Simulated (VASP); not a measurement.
Computed with PBE GGA, VASP's PBE PAW potentials (set 64) (plane waves; VASP).

A VASP calculation is set up with these files.

### KPOINTS
```
Automatic mesh
0
Gamma
9 9 9
0 0 0
```

### POSCAR
```
Pb
3.5701820
  0.0000000000   0.7071068086   0.7071068086
  0.7071068086   0.0000000000   0.7071068086
  0.7071068086   0.7071068086   0.0000000000
Pb
1
Direct
  0.0000000000   0.0000000000   0.0000000000
```

### INCAR
```
SYSTEM = Pb
PREC = Accurate
ENCUT = 400
EDIFF = 1E-6
NELM = 100
ALGO = Normal
LREAL = .FALSE.
LASPH = .TRUE.
ISMEAR = 1
SIGMA = 0.1
GGA = PE
LMAXMIX = 4
LWAVE = .FALSE.
LCHARG = .FALSE.
ISIF = 2
ISPIN = 2
MAGMOM = 1.0
```

POTCAR, in this order: Pb_d (PBE.64 set). Program: vasp_std.

Output

**OUTCAR**
```
 ion  position               nearest neighbor table
   1  0.000  0.000  0.000-
  LATTYP: Found a face centered cubic cell.
 ALAT       =     5.0490000000
 Subroutine PRICEL returns:
 Original cell was already a primitive cell.
 Subroutine GETGRP returns: Found 48 space group operations
The static configuration has the point symmetry O_h .
The dynamic configuration has the point symmetry O_h .
The overall configuration has the point symmetry O_h .
 Subroutine INISYM returns: Found 48 space group operations
 Subroutine IBZKPT returns following result:
 Found     35 irreducible k-points:

 Following reciprocal coordinates:
            Coordinates               Weight
  0.000000  0.000000  0.000000      1.000000
  0.111111  0.000000  0.000000      8.000000
  0.222222  0.000000  0.000000      8.000000
  0.333333  0.000000  0.000000      8.000000
  0.444444  0.000000  0.000000      8.000000
  0.111111  0.111111  0.000000      6.000000
  0.222222  0.111111  0.000000     24.000000
  0.333333  0.111111  0.000000     24.000000
  0.444444  0.111111  0.000000     24.000000
 -0.444444  0.111111  0.000000     24.000000
 -0.333333  0.111111  0.000000     24.000000
 -0.222222  0.111111  0.000000     24.000000
 -0.111111  0.111111  0.000000     12.000000
  0.222222  0.222222  0.000000      6.000000
  0.333333  0.222222  0.000000     24.000000
  0.444444  0.222222  0.000000     24.000000
 -0.444444  0.222222  0.000000     24.000000
 -0.333333  0.222222  0.000000     24.000000
 -0.222222  0.222222  0.000000     12.000000
  0.333333  0.333333  0.000000      6.000000
  0.444444  0.333333  0.000000     24.000000
 -0.444444  0.333333  0.000000     24.000000
 -0.333333  0.333333  0.000000     12.000000
  0.444444  0.444444  0.000000      6.000000
 -0.444444  0.444444  0.000000     12.000000
  0.333333  0.222222  0.111111     24.000000
  0.444444  0.222222  0.111111     48.000000
 -0.444444  0.222222  0.111111     48.000000
  0.444444  0.333333  0.111111     24.000000
 -0.444444  0.333333  0.111111     48.000000
 -0.333333  0.333333  0.111111     48.000000
 -0.222222  0.333333  0.111111     24.000000
 -0.444444  0.444444  0.111111     24.000000
 -0.333333  0.444444  0.111111     24.000000
 -0.333333  0.444444  0.222222     24.000000
   k-points           NKPTS =     35   k-points in BZ     NKDIM =     35   number of bands    NBANDS=     12
   number of dos      NEDOS =    301   number of ions     NIONS =      1
   total plane-waves  NPLWV =  13824
   dimension x,y,z NGX =    24 NGY =   24 NGZ =   24
   dimension x,y,z NGXF=    48 NGYF=   48 NGZF=   48
   ions per type =               1
   PREC   = accura    normal or accurate (medium, high low for compatibility)
   ISTART =      0    job   : 0-new  1-cont  2-samecut
   ICHARG =      2    charge: 1-file 2-atom 10-const
   ISPIN  =      2    spin polarized calculation?
   LNONCOLLINEAR =      F non collinear calculations
   LSORBIT =      F    spin-orbit coupling
   INIWAV =      1    electr: 0-lowe 1-rand  2-diag
   ENCUT  =  400.0 eV  29.40 Ry    5.42 a.u.   5.82  5.82  5.82*2*pi/ulx,y,z
   NELM   =    100;   NELMIN=  2; NELMDL= -5     # of ELM steps
   EDIFF  = 0.1E-05   stopping-criterion for ELM
   LREAL  =      F    real-space projection
   NLSPLINE    = F    spline interpolate recip. space projectors
   LMAXMIX     =    4 max onsite mixed and CHGCAR
   VOSKOWN=      0    Vosko Wilk Nusair interpolation
   EDIFFG = 0.1E-04   stopping-criterion for IOM
   NSW    =      0    number of steps for IOM
   NBLOCK =      1;   KBLOCK =      1    inner block; outer block
   IBRION =     -1    ionic relax: 0-MD 1-quasi-New 2-CG
...
```

OSZICAR:
```
       N       E                     dE             d eps       ncg     rms          rms(c)
DAV:   1     0.981301401121E+02    0.98130E+02   -0.59967E+03  1724   0.105E+03
DAV:   2     0.118486492541E+01   -0.96945E+02   -0.94811E+02  1740   0.292E+02
DAV:   3    -0.336952241829E+01   -0.45544E+01   -0.45452E+01  2064   0.730E+01
DAV:   4    -0.346964328744E+01   -0.10012E+00   -0.10011E+00  2152   0.121E+01
DAV:   5    -0.347363433882E+01   -0.39911E-02   -0.39910E-02  2248   0.207E+00    0.414E+00
DAV:   6    -0.357288517668E+01   -0.99251E-01   -0.25684E-02  2036   0.222E+00    0.151E+00
DAV:   7    -0.357967339572E+01   -0.67882E-02   -0.87142E-03  1892   0.988E-01    0.203E-01
DAV:   8    -0.357927784667E+01    0.39555E-03   -0.19242E-03  2144   0.596E-01    0.115E-01
DAV:   9    -0.357904759853E+01    0.23025E-03   -0.38507E-04  1956   0.201E-01    0.435E-02
DAV:  10    -0.357904197408E+01    0.56244E-05   -0.12768E-04  2068   0.187E-01    0.244E-02
DAV:  11    -0.357893413417E+01    0.10784E-03   -0.33193E-05  2064   0.107E-01    0.410E-03
DAV:  12    -0.357893312768E+01    0.10065E-05   -0.14668E-06  1856   0.201E-02    0.252E-03
DAV:  13    -0.357893210119E+01    0.10265E-05   -0.31444E-07  1168   0.945E-03    0.918E-04
DAV:  14    -0.357893196920E+01    0.13199E-06   -0.40427E-08  1128   0.306E-03
   1 F= -.35789320E+01 E0= -.35786843E+01  d E =-.742945E-03  mag=    -0.0000
```

OUTCAR:
```
------------------------ aborting loop because EDIFF is reached ----------------------------------------
  FORCE on cell =-STRESS in cart. coord.  units (eV):
  Direction    XX          YY          ZZ          XY          YZ          ZX
  --------------------------------------------------------------------------------------
  Total       -0.0843985     -0.0843985     -0.0843985     -0.0000000      0.0000000     -0.0000000
  in kB       -4.2023196     -4.2023196     -4.2023196     -0.0000000      0.0000000     -0.0000000
  external PRESSURE =      -4.2023196 kB  Pullay stress =       0.0000000 kB
  volume of cell :       32.18
      direct lattice vectors                 reciprocal lattice vectors
     0.000000000  2.524500000  2.524500000    -0.198059022  0.198059022  0.198059022
     2.524500000  0.000000000  2.524500000     0.198059022 -0.198059022  0.198059022
     2.524500000  2.524500000  0.000000000     0.198059022  0.198059022 -0.198059022
 POSITION                                       TOTAL-FORCE (eV/Angst)
 -----------------------------------------------------------------------------------
      0.00000      0.00000      0.00000        -0.000000     -0.000000     -0.000000
 -----------------------------------------------------------------------------------
    total drift:                               -0.000000      0.000000      0.000000
  FREE ENERGIE OF THE ION-ELECTRON SYSTEM (eV)
  ---------------------------------------------------
  free  energy   TOTEN  =        -3.5789319692 eV

  energy  without entropy=       -3.5781890240  energy(sigma->0) =       -3.57868432
```
(Selected blocks of OUTCAR.)

OUTCAR:
```
 val. band max:        6.4861984379   @ k =   0.3333   0.3333   0.0000

 cond. band min:       6.5428543069   @ k =  -0.2222   0.3333   0.1111


 Fermi energy:         6.5140931197

 spin component 1

 k-point     1 :       0.0000    0.0000    0.0000
  band No.  band energies     occupation
      1     -10.4027      1.00000
      2     -10.4027      1.00000
      3     -10.4027      1.00000
      4     -10.2862      1.00000
      5     -10.2862      1.00000
      6      -4.7321      1.00000
      7      13.5906      0.00000
      8      13.5906      0.00000
      9      13.5906      0.00000
     10      16.3540      0.00000
     11      17.2227      0.00000
     12      18.6923      0.00000

 k-point     2 :       0.1111    0.0000    0.0000
  band No.  band energies     occupation
      1     -10.4027      1.00000
      2     -10.3890      1.00000
      3     -10.3890      1.00000
      4     -10.2862      1.00000
      5     -10.2862      1.00000
      6      -4.5091      1.00000
      7      11.3519      0.00000
      8      13.3280      0.00000
      9      13.3280      0.00000
     10      15.8563      0.00000
     11      18.3256      0.00000
     12      19.1574      0.00000

 k-point     3 :       0.2222    0.0000    0.0000
  band No.  band energies     occupation
      1     -10.4052      1.00000
      2     -10.3726      1.00000
      3     -10.3726      1.00000
      4     -10.2668      1.00000
      5     -10.2668      1.00000
      6      -3.8456      1.00000
      7       8.0765     -0.00000
      8      12.7705      0.00000
      9      12.7705      0.00000
     10      15.4165      0.00000
     11      18.2219      0.00000
     12      18.8672      0.00000

 k-point     4 :       0.3333    0.0000    0.0000
  band No.  band energies     occupation
      1     -10.4121      1.00000
      2     -10.3805      1.00000
      3     -10.3805      1.00000
      4     -10.2173      1.00000
...
```

Unless said otherwise, spin-orbit coupling is left out, though it shifts the bands of the heavy elements here.

The compound is Pb in the fcc structure. The cell was not relaxed at this level.
